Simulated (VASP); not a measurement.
Given:

```
CoS
1.0
    2.83013     0.00000     0.00000
    0.00000     2.83013     0.00000
    0.00000     0.00000     2.83013
Co S
1 1
Direct
  0.00000   0.00000   0.00000
  0.50000   0.50000   0.50000
```
Starting moments (μB, in the order of the record's atoms Co S): 0.7 0.0.

These are PBEsol GGA, VASP's PBE PAW potentials (set 64) (plane waves; VASP) values and carry that method's errors. Numerical set-up: 400 eV cut-off, 14×14×14 Γ-centred mesh, tetrahedra with Blöchl corrections, potentials Co S.

The moments were started parallel, and other spin orders were not tried in this run.

Problem. Estimate the cell moment, energy per atom (σ→0), band gap (on the k-mesh) with the smallest direct gap where there is one.

Solution. 
```yaml
band gap (on the k-mesh): none (metal, semimetal or under 0.01 eV)
cell_moment: 0.71 μB
energy per atom (σ→0): -6003 meV/atom
```

Problem. Give the moment on each site (PAW-sphere projection).

Solution. 
```
site  moment (μB)
----  -----------
Co1          0.72
S2           0.01
```

Only differences to runs with the same potentials and settings are physical.

The structure was generated: CoS was put into the CsCl type type (Pm-3m), which need not be its known phase. It was relaxed first, which changed the volume by -16 %.
